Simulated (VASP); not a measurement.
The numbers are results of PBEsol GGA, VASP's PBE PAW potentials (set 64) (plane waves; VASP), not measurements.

VASP ran on this input.

File KPOINTS:
```
Automatic mesh
0
Gamma
9 9 9
0 0 0
```

### INCAR
```
SYSTEM = AuAl2
PREC = Accurate
ENCUT = 500
EDIFF = 1E-6
NELM = 100
ALGO = Normal
LREAL = .FALSE.
LASPH = .TRUE.
ISMEAR = 1
SIGMA = 0.1
GGA = PS
LMAXMIX = 6
LWAVE = .FALSE.
LCHARG = .FALSE.
IBRION = 2
ISIF = 3
NSW = 40
EDIFFG = -0.02
PSTRESS = 200
```

### POSCAR
```
AuAl2
1
    0.0000000000     2.8742641752     2.8742641752
    2.8742641752     0.0000000000     2.8742641752
    2.8742641752     2.8742641752     0.0000000000
Al Au
2 1
Direct
  0.2500000000   0.2500000000   0.2500000000
  0.7500000000   0.7500000000   0.7500000000
  1.0000000000   1.0000000000   1.0000000000
```

POTCAR, in this order: Al Au (PBE.64 set). Program: vasp_std.

### Question
What will the output report for the number of irreducible k-points (NKPTS), largest plane-wave count, number of space-group operations, FFT grid (NGX, NGY, NGZ)?

### Answer

```yaml
number of irreducible k-points (NKPTS): 35
largest_plane_wave_count: 1243
number_of_space_group_operations: 48
FFT grid (NGX, NGY, NGZ): 30 × 30 × 30
```

The compound is AuAl2 in the fluorite structure. It was relaxed first under an external pressure of 20 GPa. The electron count is odd and the run is not spin-polarised, which forces a metal.
